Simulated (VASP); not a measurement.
Level of theory: PBE GGA, VASP's PBE PAW potentials (set 64) (plane waves; VASP).

VASP input:

File POSCAR:
```
Co
7.998730
  0.1585217903  -0.2724527519   0.0000000000
  0.1585217903   0.2724527519   0.0000000000
  0.0000000000   0.0000000000   0.5000000000
Co
2
Direct
  0.3333330000   0.6666670000   0.2500000000
  0.6940680000   0.3607340000   0.7500000000
```

INCAR:
```
ALGO=Normal
EDIFF=1E-6
ENCUT=400
GGA=PE
ISIF=2
ISMEAR=-4
ISPIN=2
LASPH=.True.
LCHARG=.False.
LMAXMIX=4
LORBIT=10
LREAL=.False.
LWAVE=.False.
MAGMOM=1.8 1.8
NELM=100
PREC=Accurate
SYSTEM=Co
```

**KPOINTS**
```
Automatic mesh
0
Gamma
15 15 8
0 0 0
```

POTCAR, in this order: Co (PBE.64 set). Program: vasp_std.

What VASP printed:

File OUTCAR:
```
 ion  position               nearest neighbor table
   1  0.333  0.667  0.250-   2 2.44   2 2.44   2 2.47   2 2.47   2 2.51   2 2.51
   2  0.694  0.361  0.750-   1 2.44   1 2.44   1 2.47   1 2.47   1 2.51   1 2.51
  LATTYP: Found a base centered orthorhombic cell.
 ALAT       =     2.5359460000
 B/A-ratio  =     1.7187085214
 C/A-ratio  =     1.5770702531
 Subroutine PRICEL returns:
 Original cell was already a primitive cell.
 Subroutine GETGRP returns: Found  4 space group operations
The static configuration has the point symmetry C_1 .
 The point group associated with its full space group is C_2h.
The dynamic configuration has the point symmetry C_1 .
The overall configuration has the point symmetry C_1 .
 Subroutine INISYM returns: Found  4 space group operations
 Subroutine IBZKPT returns following result:
 Found    565 irreducible k-points:

 Following reciprocal coordinates:
            Coordinates               Weight
  0.000000  0.000000  0.000000      1.000000
  0.066667  0.000000  0.000000      2.000000
  0.000000  0.066667  0.000000      2.000000
  0.133333  0.000000  0.000000      2.000000
  0.000000  0.133333  0.000000      2.000000
  0.200000  0.000000  0.000000      2.000000
  0.000000  0.200000  0.000000      2.000000
  0.266667  0.000000  0.000000      2.000000
  0.000000  0.266667  0.000000      2.000000
  0.333333  0.000000  0.000000      2.000000
  0.000000  0.333333  0.000000      2.000000
  0.400000  0.000000  0.000000      2.000000
  0.000000  0.400000  0.000000      2.000000
  0.466667  0.000000  0.000000      2.000000
  0.000000  0.466667  0.000000      2.000000
  0.066667  0.066667  0.000000      2.000000
  0.133333  0.066667  0.000000      2.000000
  0.066667  0.133333  0.000000      2.000000
  0.200000  0.066667  0.000000      2.000000
  0.066667  0.200000  0.000000      2.000000
...
```

### OSZICAR
```
       N       E                     dE             d eps       ncg     rms          rms(c)
DAV:   1     0.699528993002E+02    0.69953E+02   -0.70449E+03 34700   0.131E+03
DAV:   2    -0.142985870442E+02   -0.84251E+02   -0.77885E+02 33970   0.237E+02
DAV:   3    -0.161064185231E+02   -0.18078E+01   -0.17736E+01 40991   0.488E+01
DAV:   4    -0.161353027549E+02   -0.28884E-01   -0.28879E-01 48022   0.464E+00
DAV:   5    -0.161355099237E+02   -0.20717E-03   -0.20717E-03 41692   0.374E-01    0.146E+01
DAV:   6    -0.144850623190E+02    0.16504E+01   -0.13977E+01 36189   0.752E+01    0.706E+00
DAV:   7    -0.140553208403E+02    0.42974E+00   -0.19615E+00 37407   0.272E+01    0.374E+00
DAV:   8    -0.140357759133E+02    0.19545E-01   -0.18494E-02 46945   0.159E+00    0.173E+00
DAV:   9    -0.140211502005E+02    0.14626E-01   -0.58982E-03 47570   0.135E+00    0.462E-01
DAV:  10    -0.140207332097E+02    0.41699E-03   -0.10955E-03 45034   0.438E-01    0.699E-02
DAV:  11    -0.140207272655E+02    0.59442E-05   -0.53951E-05 47421   0.112E-01    0.305E-02
DAV:  12    -0.140207265245E+02    0.74109E-06   -0.51876E-06 37862   0.343E-02
   1 F= -.14020727E+02 E0= -.14020727E+02  d E =0.000000E+00  mag=     3.1864
```

File OUTCAR:
```
------------------------ aborting loop because EDIFF is reached ----------------------------------------
  FORCE on cell =-STRESS in cart. coord.  units (eV):
  Direction    XX          YY          ZZ          XY          YZ          ZX
  --------------------------------------------------------------------------------------
  Total       -1.0041889     -0.7797670     -0.1507315     -0.1660618      0.0000000      0.0000000
  in kB      -72.7918415    -56.5239076    -10.9262532    -12.0375205      0.0000000      0.0000000
  external PRESSURE =     -46.7473341 kB  Pullay stress =       0.0000000 kB
  volume of cell :       22.10
      direct lattice vectors                 reciprocal lattice vectors
     1.267973000 -2.179276000  0.000000000     0.394330163 -0.229433996  0.000000000
     1.267973000  2.179276000  0.000000000     0.394330163  0.229433996  0.000000000
     0.000000000  0.000000000  3.999365000     0.000000000  0.000000000  0.250039694
 POSITION                                       TOTAL-FORCE (eV/Angst)
 -----------------------------------------------------------------------------------
      1.26797      0.72643      0.99984         0.166484      0.016777      0.000000
      1.33746     -0.72643      2.99952        -0.166484     -0.016777      0.000000
 -----------------------------------------------------------------------------------
    total drift:                                0.000014      0.000007      0.000000
  FREE ENERGIE OF THE ION-ELECTRON SYSTEM (eV)
  ---------------------------------------------------
  free  energy   TOTEN  =       -14.0207265245 eV

  energy  without entropy=      -14.0207265245  energy(sigma->0) =      -14.02072652

 total charge

# of ion       s       p       d       tot
------------------------------------------
    1        0.481   0.506   7.249   8.237
    2        0.481   0.506   7.249   8.237
--------------------------------------------------
tot          0.963   1.012  14.498  16.473

 magnetization (x)

# of ion       s       p       d       tot
------------------------------------------
    1       -0.015  -0.056   1.689   1.618
    2       -0.015  -0.056   1.689   1.618
--------------------------------------------------
tot         -0.031  -0.111   3.378   3.236
```
(Selected blocks of OUTCAR.)

The compound is Co in the hcp structure. The cell was not relaxed at this level, atoms are displaced from their ideal sites. The run is one of a series of settings (ISMEAR = -4, SIGMA removed against the base run), some of them coarse on purpose.
